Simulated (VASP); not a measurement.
Here is the system:

```xyz
2
Lattice="0.0000 2.6340 2.6340 2.6340 0.0000 2.6340 2.6340 2.6340 0.0000" Properties=species:S:1:pos:R:3 pbc="T T T"
Mg     0.0000     0.0000     0.0000
S      2.6340     2.6340     2.6340
```

Method: TPSS meta-GGA, VASP's PBE PAW potentials (set 64) (plane waves; VASP 6.6.1). Numerical set-up: 520 eV cut-off, 9×9×9 Γ-centred mesh, Gaussian smearing of 0.050 eV, potentials Mg S.

Task: Give the stress tensor in GPa (positive for a compressed cell).

Result: 
```
-2.15   0.00   0.00
 0.00  -2.15   0.00
 0.00   0.00  -2.15
```
The pressure is its mean diagonal, -2.15 GPa.

The compound is MgS in the rock salt structure. This cell is one point of a volume scan, at 1.03 of the reference volume.
